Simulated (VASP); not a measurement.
Here is the system:

```xyz
5
Lattice="4.0579 0.0000 0.0000 0.0000 4.0579 0.0000 0.0000 0.0000 4.0579" Properties=species:S:1:pos:R:3 pbc="T T T"
K      0.0000     0.0000     0.0000
Zn     2.0290     2.0290     2.0290
F      2.0290     0.0000     2.0290
F      0.0000     2.0290     2.0290
F      2.0290     2.0290     0.0000
```

Level of theory: PBEsol GGA, VASP's PBE PAW potentials (set 64) (plane waves; VASP). Numerical set-up: 520 eV cut-off, 6×6×6 Γ-centred mesh, tetrahedra with Blöchl corrections, potentials K_sv Zn F.

The cores are frozen, which limits the accuracy of field gradients.

### Question
Give the principal components of the electric field gradient (V/Å²) and the asymmetry η at each nucleus.

### Answer

```
atom    Vxx    Vyy    Vzz     η
----  -----  -----  -----  ----
K1      0.0    0.0    0.0     -
Zn2     0.0    0.0    0.0     -
F3    -51.3  -51.3  102.5  0.00
F4    -51.3  -51.3  102.5  0.00
F5    -51.3  -51.3  102.5  0.00
```

The compound is KZnF3 in the cubic perovskite structure. It was relaxed first.
